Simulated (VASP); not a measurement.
# NaCl: from the relaxed cell to its vibrations, part 2 of 2

What lattice, stiffness and vibrations does NaCl have at one level of theory? The starting structure is a measured crystal structure from the Crystallography Open Database. All runs use LDA.

VASP 6.6.1.

So far. Step 3 (Elastic constants): The elastic tensor has C11 = 71.2, C12 = 13.1, C44 = 12.9 GPa; its Hill averages are a bulk modulus of 32.5 and a shear modulus of 18.0 GPa. Step 4 (Modes of the relaxed cell): The zone-centre modes at 20.383 Å³ an atom are T1u 189.9 cm⁻¹.

The database entry behind the starting cell differs from later determinations by our own check (about 0.6 % short), so it need not match the best structure at ambient conditions.

### Step 5. Modes at 0.97 of that volume

Level of this step: LDA; plane waves and PAW (Cl, Na_pv) (VASP).

Shape and positions were first relaxed at this volume, in a run that isn't shown.

File INCAR:

```
SYSTEM = NaCl
PREC = Accurate
ENCUT = 500
EDIFF = 1E-08
NELM = 100
ISMEAR = 0
SIGMA = 0.03
LREAL = .FALSE.
ALGO = Normal
GGA = CA
NBANDS = 13
LORBIT = 11
LWAVE = .FALSE.
LCHARG = .FALSE.
KPAR = 4
IBRION = 8
LEPSILON = .TRUE.
LPEAD = .TRUE.
ISIF = 2
```

File POSCAR:

```
NaCl
1.0
    0.0000000000      2.7040357376      2.7040357376
    2.7040357376      0.0000000000      2.7040357376
    2.7040357376      2.7040357376      0.0000000000
Cl Na
1 1
Direct
    0.5000000000      0.5000000000      0.5000000000
    0.0000000000      0.0000000000      0.0000000000
```

File KPOINTS:

```
Automatic mesh
0
Gamma
14 14 14
0 0 0
```

PAW data sets: Cl and Na_pv (LDA family, release 64).

Run with:

```console
$ mpirun -np 4 vasp_std
```

What it wrote:

```text
[... set-up lines as in an earlier step ...]
 entering main loop
       N       E                     dE             d eps       ncg     rms          rms(c)
DAV:   1     0.964373380343E+02    0.96437E+02   -0.70210E+03  2724   0.106E+03
DAV:   2    -0.267189110763E+00   -0.96705E+02   -0.88633E+02  2973   0.277E+02
DAV:   3    -0.745770483274E+01   -0.71905E+01   -0.71503E+01  3464   0.719E+01
DAV:   4    -0.756630197042E+01   -0.10860E+00   -0.10854E+00  3109   0.942E+00
[...]
DAV:  11    -0.738458192099E+01    0.58090E-06   -0.38998E-06  3274   0.247E-02    0.266E-03
DAV:  12    -0.738458191405E+01    0.69417E-08   -0.20245E-07  3379   0.686E-03    0.126E-03
DAV:  13    -0.738458192068E+01   -0.66348E-08   -0.21064E-08  3254   0.217E-03
   1 F= -.73845819E+01 E0= -.73845819E+01  d E =-.162846E-11
 Linear response reoptimize wavefunctions to high precision
DAV:   1    -0.738458191902E+01    0.16639E-08   -0.81042E-09  3104   0.673E-04
DAV:   2    -0.738458191904E+01   -0.19099E-10   -0.61697E-11  1702   0.792E-05
 Linear response to external field (no local field effect), progress :
[...]
RMM:  11    -0.188802615328E+00   -0.81990E-08    0.77116E-08 12993   0.303E-05    0.886E-06
 first order change of Fermi-energy  -0.10115E-02
 force on displaced ion       1 direction 1 :  -2.132   0.000   0.000
 Born effective charge ion    1 direction 1 :  -1.061   0.000   0.000
 Linear response progress:
  Degree of freedom:   2/  2
       N       E                     dE             d eps       ncg     rms          rms(c)
RMM:   1    -0.157165153444E+00   -0.15717E+00   -0.27989E-01  6940   0.573E+00
RMM:   2    -0.161110751471E+00   -0.39456E-02   -0.17449E-02 10328   0.102E+00    0.245E-02
RMM:   3    -0.161235762805E+00   -0.12501E-03   -0.51559E-04 12163   0.175E-01    0.107E-02
RMM:   4    -0.161268171194E+00   -0.32408E-04   -0.29548E-05 13322   0.438E-02    0.298E-03
[...]
RMM:  10    -0.161279209551E+00   -0.15597E-07    0.76588E-09 14324   0.985E-05    0.810E-06
RMM:  11    -0.161279222249E+00   -0.12698E-07    0.74140E-09 13816   0.587E-05    0.235E-06
RMM:  12    -0.161279226587E+00   -0.43376E-08    0.42908E-09 13327   0.379E-05    0.888E-07
 first order change of Fermi-energy   0.23170E-02
 force on displaced ion       2 direction 1 :  -2.112   0.000   0.000
 Born effective charge ion    2 direction 1 :   1.061   0.000   0.000
 Born effective charges drift removed
 Linear response finished
```

Elapsed: 2.2 min, on 4 MPI ranks of Intel Xeon 6975P-C (Granite Rapids), shared host; peak memory 2.2 GiB.

Parts of OUTCAR (step 5):

```text
  Total        0.2560150      0.2560150      0.2560150      0.0000000      0.0000000      0.0000000
  in kB       10.3731039     10.3731039     10.3731039      0.0000000      0.0000000      0.0000000
  external PRESSURE =      10.3731039 kB  Pullay stress =       0.0000000 kB

 POSITION                                       TOTAL-FORCE (eV/Angst)
 -----------------------------------------------------------------------------------
      2.70404      2.70404      2.70404         0.000000      0.000000      0.000000
      0.00000      0.00000      0.00000        -0.000000     -0.000000     -0.000000
 -----------------------------------------------------------------------------------
    total drift:                                0.000000      0.000000      0.000000

 MACROSCOPIC STATIC DIELECTRIC TENSOR (including local field effects in DFT)
 ------------------------------------------------------
           2.694219     0.000000     0.000000
           0.000000     2.694219    -0.000000
           0.000000    -0.000000     2.694219
 ------------------------------------------------------

 MACROSCOPIC STATIC DIELECTRIC TENSOR IONIC CONTRIBUTION
 ------------------------------------------------------
           2.425576     0.000000     0.000000
           0.000000     2.425576     0.000000
           0.000000     0.000000     2.425576
 ------------------------------------------------------

[... 1 part as in an earlier step ...]

[... 1 further part left out ...]
```

The zone-centre modes at 19.771 Å³ an atom are T1u 203.3 cm⁻¹.

### Step 6. Modes at 1.03 of that volume

Shape and positions were first relaxed at this volume, in a run that isn't shown.

INCAR is that of step 5.

File POSCAR:

```
NaCl
1.0
    0.0000000000      2.7586774440      2.7586774440
    2.7586774440      0.0000000000      2.7586774440
    2.7586774440      2.7586774440      0.0000000000
Cl Na
1 1
Direct
    0.5000000000      0.5000000000      0.5000000000
    0.0000000000      0.0000000000      0.0000000000
```

KPOINTS is that of step 5.

Run with:

```console
$ mpirun -np 4 vasp_std
```

What it wrote:

```text
[... set-up lines as in an earlier step ...]
 entering main loop
       N       E                     dE             d eps       ncg     rms          rms(c)
DAV:   1     0.957469626715E+02    0.95747E+02   -0.70805E+03  2720   0.107E+03
DAV:   2    -0.109068596404E+00   -0.95856E+02   -0.89084E+02  2925   0.273E+02
DAV:   3    -0.745897653187E+01   -0.73499E+01   -0.73069E+01  3494   0.719E+01
DAV:   4    -0.757338015066E+01   -0.11440E+00   -0.11436E+00  3109   0.970E+00
[...]
DAV:  12    -0.738600742341E+01    0.32358E-08   -0.19956E-07  3429   0.634E-03    0.133E-03
DAV:  13    -0.738600743384E+01   -0.10432E-07   -0.20194E-08  3174   0.199E-03    0.146E-03
DAV:  14    -0.738600743106E+01    0.27842E-08   -0.96505E-09  1782   0.675E-04
   1 F= -.73860074E+01 E0= -.73860074E+01  d E =-.101673E-19
 Linear response reoptimize wavefunctions to high precision
DAV:   1    -0.738600743113E+01   -0.67303E-10   -0.44206E-10  1957   0.224E-04
 Linear response to external field (no local field effect), progress :
  Direction:   1
[...]
RMM:  14    -0.189511690307E+00    0.13078E-08    0.19114E-07  9028   0.351E-05    0.959E-08
 first order change of Fermi-energy   0.98810E-04
 force on displaced ion       1 direction 1 :  -1.610   0.000   0.000
 Born effective charge ion    1 direction 1 :  -1.080   0.000   0.000
 Linear response progress:
  Degree of freedom:   2/  2
       N       E                     dE             d eps       ncg     rms          rms(c)
RMM:   1    -0.157337776274E+00   -0.15734E+00   -0.30587E-01  6930   0.555E+00
RMM:   2    -0.161239716384E+00   -0.39019E-02   -0.18077E-02 10291   0.101E+00    0.236E-02
RMM:   3    -0.161368329991E+00   -0.12861E-03   -0.52755E-04 12217   0.175E-01    0.106E-02
RMM:   4    -0.161402840149E+00   -0.34510E-04   -0.28908E-05 13360   0.430E-02    0.301E-03
[...]
RMM:  10    -0.161415171451E+00   -0.17442E-07    0.38189E-09 14283   0.126E-04    0.931E-06
RMM:  11    -0.161415183521E+00   -0.12070E-07    0.20190E-09 13878   0.876E-05    0.213E-06
RMM:  12    -0.161415186376E+00   -0.28555E-08   -0.10752E-09 13885   0.664E-05    0.122E-06
 first order change of Fermi-energy   0.45757E-05
 force on displaced ion       2 direction 1 :  -1.610   0.000   0.000
 Born effective charge ion    2 direction 1 :   1.080   0.000   0.000
 Born effective charges drift removed
 Linear response finished
```

Elapsed: 2.3 min, on 4 MPI ranks; peak memory 2.3 GiB.

From OUTCAR (step 6):

```text
  Total       -0.2383644     -0.2383644     -0.2383644     -0.0000000      0.0000000      0.0000000
  in kB       -9.0953463     -9.0953463     -9.0953463     -0.0000000      0.0000000      0.0000000
  external PRESSURE =      -9.0953463 kB  Pullay stress =       0.0000000 kB

 POSITION                                       TOTAL-FORCE (eV/Angst)
 -----------------------------------------------------------------------------------
      2.75868      2.75868      2.75868        -0.000000     -0.000000     -0.000000
      0.00000      0.00000      0.00000         0.000000      0.000000      0.000000
 -----------------------------------------------------------------------------------
    total drift:                                0.000000      0.000000      0.000000

 MACROSCOPIC STATIC DIELECTRIC TENSOR (including local field effects in DFT)
 ------------------------------------------------------
           2.641324     0.000000    -0.000000
           0.000000     2.641324     0.000000
          -0.000000    -0.000000     2.641324
 ------------------------------------------------------

 MACROSCOPIC STATIC DIELECTRIC TENSOR IONIC CONTRIBUTION
 ------------------------------------------------------
           3.119480     0.000000    -0.000000
           0.000000     3.119480    -0.000000
          -0.000000    -0.000000     3.119480
 ------------------------------------------------------

[... 1 part as in an earlier step ...]

[... 1 further part left out ...]
```

The zone-centre modes at 20.994 Å³ an atom are T1u 177.2 cm⁻¹.

### Step 7. Comparison

| run | volume (Å³/atom) | T1u | core minutes |
| --- | --- | --- | --- |
| relaxation | 20.383 | - | 0.107 |
| elastic constants | 20.383 | - | 5.8 |
| modes of the relaxed cell | 20.383 | 189.9 | 6.67 |
| modes at 0.97 of that volume | 19.771 | 203.3 | 8.73 |
| modes at 1.03 of that volume | 20.994 | 177.2 | 9.13 |

Modes are in cm⁻¹, degenerate ones as one, matched by symmetry and order. A number in brackets counts the listed modes of one symmetry from the lowest. The symmetry labels come from an automatic analysis and can be wrong where levels nearly coincide. Core minutes are wall time times ranks of the run shown, on a shared host.

### Step 8. Summary of results

* relaxed volume: 20.38 Å³/atom
* bulk modulus from two volumes: 32.5 GPa
* Hill shear modulus: 18.0 GPa
* mode T1u: 189.9 cm⁻¹
* Grüneisen parameter of T1u: 2.29

What this shows: At the LDA level NaCl relaxes to 20.38 Å³ an atom. The bulk modulus is 32.5 GPa from the pressures at two volumes and 32.5 GPa as the Hill average of the elastic tensor, so the two routes agree. The mode Grüneisen parameters, from the cells at 0.97 and 1.03 of the volume, come to 2.29 (T1u). The dielectric constants and Born charges in the logs aren't compared here; at a small gap they can be far off, and in a run without a gap they mean nothing. The frequencies are harmonic, and the splitting of polar modes by their long-range field is left out. All values are for a static lattice. Further runs on this material are not shown.

[Lines on the potential files, build, host, timing and source positions are cut from VASP's logs without a mark.]

[Logs are printed without paths, hosts, clocks, repeated set-up lines and the standing remarks that a program may print on its own settings, such as how far it seeks lower states.]

[Hosts, paths, dates, database ids (printed as entryN), source tags and the programs' standing remarks are cut or masked in the printed files.]
